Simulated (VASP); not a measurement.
Calculation: PBEsol GGA, VASP's PBE PAW potentials (set 64) (plane waves; VASP 6.6.1).

VASP ran on this input.

**INCAR**
```
SYSTEM = MoTe2
PREC = Accurate
ENCUT = 500
EDIFF = 1E-6
NELM = 100
ALGO = Normal
LREAL = .FALSE.
LASPH = .TRUE.
ISMEAR = 0
SIGMA = 0.05
GGA = PS
LMAXMIX = 4
LWAVE = .FALSE.
LCHARG = .FALSE.
IBRION = 2
ISIF = 3
NSW = 40
EDIFFG = -0.02
PSTRESS = 200
```

**POSCAR**
```
MoTe2
1
    1.6834711586    -2.9158565932     0.0000000000
    1.6834711586     2.9158565932     0.0000000000
    0.0000000000     0.0000000000    12.9873836472
Te Mo
4 2
Direct
  0.3333330000   0.6666670000   0.8906017237
  0.6666670000   0.3333330000   0.3906017237
  0.6666670000   0.3333330000   0.1093982763
  0.3333330000   0.6666670000   0.6093982763
  0.3333330000   0.6666670000   0.2500000000
  0.6666670000   0.3333330000   0.7500000000
```

KPOINTS:
```
Automatic mesh
0
Gamma
8 8 2
0 0 0
```

POTCAR, in this order: Te Mo_sv (PBE.64 set). Program: vasp_std.

The run wrote:

File OUTCAR:
```
 ion  position               nearest neighbor table
   1  0.333  0.667  0.891-   6 2.67   6 2.67   6 2.67   3 3.44   3 3.44   3 3.44   4 3.65
   2  0.667  0.333  0.391-   5 2.67   5 2.67   5 2.67   4 3.44   4 3.44   4 3.44   3 3.65
   3  0.667  0.333  0.109-   5 2.67   5 2.67   5 2.67   1 3.44   1 3.44   1 3.44   2 3.65
   4  0.333  0.667  0.609-   6 2.67   6 2.67   6 2.67   2 3.44   2 3.44   2 3.44   1 3.65
   5  0.333  0.667  0.250-   2 2.67   3 2.67   2 2.67   3 2.67   2 2.67   3 2.67
   6  0.667  0.333  0.750-   1 2.67   4 2.67   1 2.67   4 2.67   1 2.67   4 2.67
  LATTYP: Found a hexagonal cell.
 ALAT       =     3.3669414628
 C/A-ratio  =     3.8573238622
 Subroutine PRICEL returns:
 Original cell was already a primitive cell.
 Subroutine GETGRP returns: Found 24 space group operations
The static configuration has the point symmetry D_3d.
 The point group associated with its full space group is D_6h.
The dynamic configuration has the point symmetry D_3d.
 Subroutine INISYM returns: Found 24 space group operations
 Subroutine IBZKPT returns following result:
 Found     20 irreducible k-points:

 Following reciprocal coordinates:
            Coordinates               Weight
  0.000000  0.000000  0.000000      1.000000
  0.125000  0.000000  0.000000      6.000000
  0.250000  0.000000  0.000000      6.000000
  0.375000  0.000000  0.000000      6.000000
  0.500000  0.000000  0.000000      3.000000
  0.125000  0.125000  0.000000      6.000000
  0.250000  0.125000  0.000000     12.000000
  0.375000  0.125000  0.000000     12.000000
  0.250000  0.250000  0.000000      6.000000
  0.375000  0.250000  0.000000      6.000000
  0.000000  0.000000  0.500000      1.000000
  0.125000  0.000000  0.500000      6.000000
  0.250000  0.000000  0.500000      6.000000
  0.375000  0.000000  0.500000      6.000000
  0.500000  0.000000  0.500000      3.000000
  0.125000  0.125000  0.500000      6.000000
  0.250000  0.125000  0.500000     12.000000
  0.375000  0.125000  0.500000     12.000000
  0.250000  0.250000  0.500000      6.000000
  0.375000  0.250000  0.500000      6.000000
   k-points           NKPTS =     20   k-points in BZ     NKDIM =     20   number of bands    NBANDS=     31
   number of dos      NEDOS =    301   number of ions     NIONS =      6
   total plane-waves  NPLWV =  75264
   dimension x,y,z NGX =    28 NGY =   28 NGZ =   96
   dimension x,y,z NGXF=    56 NGYF=   56 NGZF=  192
   ions per type =               4   2
   PREC   = accura    normal or accurate (medium, high low for compatibility)
   ISTART =      0    job   : 0-new  1-cont  2-samecut
   ICHARG =      2    charge: 1-file 2-atom 10-const
   ISPIN  =      1    spin polarized calculation?
   LNONCOLLINEAR =      F non collinear calculations
   LSORBIT =      F    spin-orbit coupling
   INIWAV =      1    electr: 0-lowe 1-rand  2-diag
   ENCUT  =  500.0 eV  36.75 Ry    6.06 a.u.   6.14  6.14 23.68*2*pi/ulx,y,z
   NELM   =    100;   NELMIN=  2; NELMDL= -5     # of ELM steps
   EDIFF  = 0.1E-05   stopping-criterion for ELM
   LREAL  =      F    real-space projection
   NLSPLINE    = F    spline interpolate recip. space projectors
   LMAXMIX     =    4 max onsite mixed and CHGCAR
   VOSKOWN=      0    Vosko Wilk Nusair interpolation
   EDIFFG = -.2E-01   stopping-criterion for IOM
   NSW    =     40    number of steps for IOM
   NBLOCK =      1;   KBLOCK =     40    inner block; outer block
   IBRION =      2    ionic relax: 0-MD 1-quasi-New 2-CG
   NFREE  =      1    steps in history (QN), initial steepest desc. (CG)
   ISIF   =      3    stress and relaxation
   ISYM   =      2    0-nonsym 1-usesym 2-fastsym
   TEIN   =    0.0    initial temperature
   TEBEG  =    0.0;   TEEND  =   0.0 temperature during run
   SMASS  =  -3.00    Nose mass-parameter (am)
   PSTRESS=  200.0 pullay stress
   NELECT =      52.0000    total number of electrons
   EFERMI =   0.00;   METHOD = LEGACY
...
```

**OSZICAR**
```
...
DAV:   7    -0.382502506964E+02   -0.52861E-07   -0.17709E-06   839   0.881E-03
   4 F= -.23187929E+02 E0= -.23187174E+02  d E =-.223781E+00
       N       E                     dE             d eps       ncg     rms          rms(c)
DAV:   1    -0.382604774491E+02   -0.10227E-01   -0.66226E+00  1347   0.174E+01    0.317E+00
DAV:   2    -0.381419060071E+02    0.11857E+00   -0.10542E+00  1421   0.609E+00    0.199E+00
DAV:   3    -0.380967755677E+02    0.45130E-01   -0.26868E-01  1506   0.210E+00    0.983E-01
DAV:   4    -0.380896434604E+02    0.71321E-02   -0.24403E-02  1396   0.907E-01    0.710E-01
DAV:   5    -0.380894060129E+02    0.23745E-03   -0.13771E-02  1489   0.607E-01    0.768E-01
DAV:   6    -0.380880269965E+02    0.13790E-02   -0.11862E-02  1469   0.440E-01    0.119E-01
DAV:   7    -0.380879250073E+02    0.10199E-03   -0.81782E-04  1406   0.160E-01    0.162E-01
DAV:   8    -0.380879293051E+02   -0.42978E-05   -0.22499E-05  1515   0.257E-02    0.170E-01
DAV:   9    -0.380879329789E+02   -0.36738E-05   -0.34641E-06  1108   0.860E-03    0.167E-01
DAV:  10    -0.380881962881E+02   -0.26331E-03   -0.21207E-03  1395   0.208E-01    0.333E-01
DAV:  11    -0.380879419698E+02    0.25432E-03   -0.56193E-04  1402   0.115E-01    0.141E-01
DAV:  12    -0.380879092838E+02    0.32686E-04   -0.13580E-04  1547   0.513E-02    0.594E-02
DAV:  13    -0.380879058621E+02    0.34217E-05   -0.10558E-05  1371   0.144E-02    0.407E-02
DAV:  14    -0.380879053891E+02    0.47301E-06   -0.17427E-06   830   0.668E-03
   5 F= -.23265513E+02 E0= -.23263879E+02  d E =-.775838E-01
       N       E                     dE             d eps       ncg     rms          rms(c)
DAV:   1    -0.380191298480E+02    0.68776E-01   -0.17238E+00  1332   0.888E+00    0.158E+00
DAV:   2    -0.379882637689E+02    0.30866E-01   -0.27796E-01  1452   0.313E+00    0.106E+00
DAV:   3    -0.379769437668E+02    0.11320E-01   -0.67473E-02  1519   0.104E+00    0.464E-01
DAV:   4    -0.379751002657E+02    0.18435E-02   -0.64995E-03  1368   0.477E-01    0.393E-01
DAV:   5    -0.379751196775E+02   -0.19412E-04   -0.31663E-03  1509   0.284E-01    0.418E-01
DAV:   6    -0.379747814567E+02    0.33822E-03   -0.28880E-03  1462   0.218E-01    0.650E-02
DAV:   7    -0.379747624127E+02    0.19044E-04   -0.17400E-04  1369   0.747E-02    0.873E-02
DAV:   8    -0.379747648234E+02   -0.24107E-05   -0.63604E-06  1378   0.128E-02    0.112E-01
DAV:   9    -0.379747567717E+02    0.80517E-05   -0.28638E-05  1336   0.225E-02    0.327E-02
DAV:  10    -0.379747560817E+02    0.69004E-06   -0.15337E-06   743   0.597E-03
   6 F= -.23273334E+02 E0= -.23272484E+02  d E =-.854050E-01
       N       E                     dE             d eps       ncg     rms          rms(c)
DAV:   1    -0.379997279020E+02   -0.24971E-01   -0.62545E-02  1339   0.169E+00    0.305E-01
DAV:   2    -0.379985551552E+02    0.11727E-02   -0.10895E-02  1453   0.615E-01    0.193E-01
DAV:   3    -0.379981308151E+02    0.42434E-03   -0.24319E-03  1527   0.198E-01    0.973E-02
DAV:   4    -0.379980734648E+02    0.57350E-04   -0.18696E-04  1352   0.780E-02    0.694E-02
DAV:   5    -0.379980663088E+02    0.71561E-05   -0.12767E-04  1462   0.592E-02    0.743E-02
DAV:   6    -0.379980526603E+02    0.13648E-04   -0.10548E-04  1491   0.417E-02    0.106E-02
DAV:   7    -0.379980519614E+02    0.69886E-06   -0.80299E-06  1258   0.149E-02
   7 F= -.23273650E+02 E0= -.23272751E+02  d E =-.857207E-01
       N       E                     dE             d eps       ncg     rms          rms(c)
DAV:   1    -0.379648625576E+02    0.33190E-01   -0.26212E+00  1248   0.109E+01    0.212E+00
DAV:   2    -0.379266926241E+02    0.38170E-01   -0.58403E-01  1468   0.395E+00    0.167E+00
DAV:   3    -0.379035660657E+02    0.23127E-01   -0.11854E-01  1374   0.147E+00    0.475E-01
DAV:   4    -0.379006822671E+02    0.28838E-02   -0.12888E-02  1434   0.611E-01    0.316E-01
DAV:   5    -0.379002119430E+02    0.47032E-03   -0.32304E-03  1559   0.308E-01    0.354E-01
DAV:   6    -0.379002197057E+02   -0.77627E-05   -0.10262E-03  1498   0.140E-01    0.803E-02
DAV:   7    -0.379001797094E+02    0.39996E-04   -0.24778E-04  1531   0.806E-02    0.586E-02
DAV:   8    -0.379001788808E+02    0.82866E-06   -0.99651E-06  1248   0.173E-02
   8 F= -.23286913E+02 E0= -.23285330E+02  d E =-.132629E-01
       N       E                     dE             d eps       ncg     rms          rms(c)
DAV:   1    -0.378754086095E+02    0.24771E-01   -0.19677E-01  1263   0.299E+00    0.601E-01
DAV:   2    -0.378731988213E+02    0.22098E-02   -0.53422E-02  1504   0.117E+00    0.513E-01
DAV:   3    -0.378706306941E+02    0.25681E-02   -0.12868E-02  1419   0.481E-01    0.148E-01
DAV:   4    -0.378704931352E+02    0.13756E-03   -0.12181E-03  1506   0.167E-01    0.928E-02
DAV:   5    -0.378704066793E+02    0.86456E-04   -0.42751E-04  1539   0.110E-01    0.103E-01
DAV:   6    -0.378704117807E+02   -0.51013E-05   -0.48016E-05  1490   0.303E-02    0.198E-02
DAV:   7    -0.378704096962E+02    0.20844E-05   -0.12707E-05  1345   0.172E-02    0.140E-02
DAV:   8    -0.378704093187E+02    0.37755E-06   -0.67452E-07   767   0.500E-03
   9 F= -.23287620E+02 E0= -.23285829E+02  d E =-.139701E-01
       N       E                     dE             d eps       ncg     rms          rms(c)
DAV:   1    -0.381686682885E+02   -0.29826E+00   -0.39171E+00  1275   0.143E+01    0.373E+00
DAV:   2    -0.380941910217E+02    0.74477E-01   -0.58272E-01  1419   0.465E+00    0.887E-01
DAV:   3    -0.380733646329E+02    0.20826E-01   -0.27376E-01  1507   0.208E+00    0.145E+00
DAV:   4    -0.380642317615E+02    0.91329E-02   -0.28805E-02  1481   0.852E-01    0.350E-01
DAV:   5    -0.380622313796E+02    0.20004E-02   -0.15641E-02  1533   0.701E-01    0.269E-01
DAV:   6    -0.380619912256E+02    0.24015E-03   -0.17012E-03  1521   0.211E-01    0.739E-02
DAV:   7    -0.380619475497E+02    0.43676E-04   -0.27677E-04  1426   0.104E-01    0.318E-02
DAV:   8    -0.380619462048E+02    0.13448E-05   -0.93031E-06  1439   0.189E-02    0.236E-02
DAV:   9    -0.380619453228E+02    0.88205E-06   -0.46052E-06  1160   0.102E-02
  10 F= -.23282670E+02 E0= -.23281274E+02  d E =0.495024E-02
       N       E                     dE             d eps       ncg     rms          rms(c)
DAV:   1    -0.379893609766E+02    0.72585E-01   -0.14501E+00  1268   0.866E+00    0.238E+00
DAV:   2    -0.379613775321E+02    0.27983E-01   -0.20303E-01  1383   0.276E+00    0.545E-01
DAV:   3    -0.379542134233E+02    0.71641E-02   -0.96501E-02  1484   0.125E+00    0.882E-01
DAV:   4    -0.379507408379E+02    0.34726E-02   -0.11200E-02  1465   0.530E-01    0.211E-01
DAV:   5    -0.379500633419E+02    0.67750E-03   -0.60623E-03  1532   0.434E-01    0.192E-01
DAV:   6    -0.379499790066E+02    0.84335E-04   -0.10055E-03  1465   0.153E-01    0.578E-02
DAV:   7    -0.379499621625E+02    0.16844E-04   -0.16561E-04  1453   0.788E-02    0.192E-02
DAV:   8    -0.379499623378E+02   -0.17533E-06   -0.48888E-06  1269   0.133E-02
  11 F= -.23290830E+02 E0= -.23289076E+02  d E =-.321049E-02
       N       E                     dE             d eps       ncg     rms          rms(c)
DAV:   1    -0.379661336104E+02   -0.16171E-01   -0.30255E-01  1275   0.380E+00    0.525E-01
DAV:   2    -0.379611991483E+02    0.49345E-02   -0.17658E-02  1466   0.675E-01    0.305E-01
DAV:   3    -0.379601233017E+02    0.10758E-02   -0.44857E-03  1476   0.364E-01    0.178E-01
DAV:   4    -0.379597082384E+02    0.41506E-03   -0.14240E-03  1458   0.189E-01    0.906E-02
DAV:   5    -0.379597000616E+02    0.81769E-05   -0.15058E-04  1402   0.644E-02    0.493E-02
DAV:   6    -0.379596944104E+02    0.56512E-05   -0.55280E-05  1453   0.404E-02    0.329E-02
DAV:   7    -0.379596930049E+02    0.14055E-05   -0.10309E-05  1278   0.159E-02    0.147E-02
DAV:   8    -0.379596929234E+02    0.81515E-07   -0.10648E-06   732   0.680E-03
  12 F= -.23291873E+02 E0= -.23290553E+02  d E =-.104222E-02
```

OUTCAR:
```
------------------------ aborting loop because EDIFF is reached ----------------------------------------
  FORCE on cell =-STRESS in cart. coord.  units (eV):
  Direction    XX          YY          ZZ          XY          YZ          ZX
  --------------------------------------------------------------------------------------
  Total       14.6460634     14.6460380     14.7617301     -0.0000000      0.0000000      0.0000000
  in kB      199.7033373    199.7029910    201.2804861     -0.0000000      0.0000000      0.0000000
  external PRESSURE =       0.2289381 kB  Pullay stress =     200.0000000 kB
  volume of cell :      117.50
      direct lattice vectors                 reciprocal lattice vectors
     1.642493617 -2.844879929  0.000000000     0.304415186 -0.175754342  0.000000000
     1.642493617  2.844879929 -0.000000000     0.304415186  0.175754342  0.000000000
    -0.000000000  0.000000000 12.573278701    -0.000000000  0.000000000  0.079533750
 POSITION                                       TOTAL-FORCE (eV/Angst)
 -----------------------------------------------------------------------------------
      1.64249      0.94830     11.25971         0.000000     -0.000000     -0.018151
      1.64249     -0.94830      4.97307         0.000000      0.000000     -0.018151
      1.64249     -0.94830      1.31357        -0.000000      0.000000      0.018151
      1.64249      0.94830      7.60021         0.000000     -0.000000      0.018151
      1.64249      0.94830      3.14332        -0.000000      0.000000      0.000000
      1.64249     -0.94830      9.42996         0.000000     -0.000000      0.000000
 -----------------------------------------------------------------------------------
    total drift:                                0.000177      0.001487     -0.000026
  FREE ENERGIE OF THE ION-ELECTRON SYSTEM (eV)
  ---------------------------------------------------
  free  energy   TOTEN  =       -37.9596929234 eV

  energy  without entropy=      -37.9570538218  energy(sigma->0) =      -37.95837337
  enthalpy is  TOTEN    =       -23.2918725437 eV   P V=       14.6678203796

 reached required accuracy - stopping structural energy minimisation
```
(Selected blocks of OUTCAR.)

### CONTCAR
```
MoTe2
   1.00000000000000
     1.6424936169443358   -2.8448799291033762    0.0000000000000000
     1.6424936169443358    2.8448799291033762   -0.0000000000000000
    -0.0000000000000000    0.0000000000000000   12.5732787009848028
  Te              Mo
     4     2
Direct
     0.3333330000000032    0.6666669999999968    0.8955268486176784
     0.6666669999999968    0.3333330000000032    0.3955268486176782
     0.6666669999999968    0.3333330000000032    0.1044731513823218
     0.3333330000000032    0.6666669999999968    0.6044731513823216
     0.3333330000000032    0.6666669999999968    0.2500000000000000
     0.6666669999999968    0.3333330000000032    0.7500000000000000
```

Energy and stress use the plane-wave basis of the starting cell. Without a dispersion term in the relaxation, distances and binding between the weakly bound layers, chains or molecules are unreliable, and so is what depends on them.

The compound is MoTe2 in the 2H layered structure. This run relaxes it under an external pressure of 20 GPa. Symmetry was kept, so distortions that lower it aren't found.
